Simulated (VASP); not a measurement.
Data:

```
CELL_PARAMETERS angstrom
      2.00914    -2.00913     0.00000
      2.00914     2.00913     0.00000
      0.00000     0.00000     2.89721
ATOMIC_POSITIONS crystal
  Al 0.00000 0.00000 0.00000
  Ni 0.50000 0.50000 0.50000
```

Computed with r2SCAN meta-GGA with spin-orbit coupling, VASP's PBE PAW potentials (set 64) (plane waves; VASP). Run with 400 eV cut-off, 12×12×11 Γ-centred mesh, Gaussian smearing of 0.050 eV, potentials Al Ni.

Task: Give the energies of bands 5 to 18 at the high-symmetry points, in eV from the Fermi level.

Result: 
```json
[
 {"band": "5", "Γ": "-3.47", "Y": "-3.11", "C0": "-3.11", "Z": "-2.98", "A0": "-4.38", "T": "-4.38", "S": "-2.94", "R": "-3.28"},
 {"band": "6", "Γ": "-3.47", "Y": "-3.11", "C0": "-3.11", "Z": "-2.98", "A0": "-4.38", "T": "-4.38", "S": "-2.94", "R": "-3.28"},
 {"band": "7", "Γ": "-1.72", "Y": "-3.06", "C0": "-3.06", "Z": "-2.42", "A0": "-1.07", "T": "-1.07", "S": "-2.51", "R": "-3.17"},
 {"band": "8", "Γ": "-1.72", "Y": "-3.06", "C0": "-3.06", "Z": "-2.42", "A0": "-1.07", "T": "-1.07", "S": "-2.51", "R": "-3.17"},
 {"band": "9", "Γ": "-1.70", "Y": "-2.33", "C0": "-2.33", "Z": "-2.33", "A0": "-1.02", "T": "-1.02", "S": "-2.37", "R": "-2.26"},
 {"band": "10", "Γ": "-1.70", "Y": "-2.33", "C0": "-2.33", "Z": "-2.33", "A0": "-1.02", "T": "-1.02", "S": "-2.37", "R": "-2.26"},
 {"band": "11", "Γ": "-1.57", "Y": "-2.26", "C0": "-2.26", "Z": "-1.55", "A0": "1.89", "T": "1.90", "S": "-1.57", "R": "-2.17"},
 {"band": "12", "Γ": "-1.57", "Y": "-2.26", "C0": "-2.26", "Z": "-1.55", "A0": "1.89", "T": "1.90", "S": "-1.57", "R": "-2.17"},
 {"band": "13", "Γ": "5.47", "Y": "-1.04", "C0": "-1.04", "Z": "-0.77", "A0": "2.04", "T": "2.04", "S": "-0.62", "R": "-1.09"},
 {"band": "14", "Γ": "5.47", "Y": "-1.04", "C0": "-1.04", "Z": "-0.77", "A0": "2.04", "T": "2.04", "S": "-0.62", "R": "-1.09"},
 {"band": "15", "Γ": "6.19", "Y": "1.74", "C0": "1.74", "Z": "8.66", "A0": "2.06", "T": "2.06", "S": "8.64", "R": "1.55"},
 {"band": "16", "Γ": "6.19", "Y": "1.74", "C0": "1.74", "Z": "8.66", "A0": "2.06", "T": "2.06", "S": "8.64", "R": "1.55"},
 {"band": "17", "Γ": "6.27", "Y": "2.91", "C0": "2.92", "Z": "10.78", "A0": "4.59", "T": "4.63", "S": "10.21", "R": "2.74"},
 {"band": "18", "Γ": "6.27", "Y": "2.91", "C0": "2.92", "Z": "10.78", "A0": "4.61", "T": "4.64", "S": "10.21", "R": "2.74"}
]
```

It has no gap at this level: it comes out as a metal or semimetal.

The structure comes from a computed database's AlNi entry (Cmmm); how it stands against other phases isn't given here. It was relaxed first. The relaxed cell has space group P4/mmm.
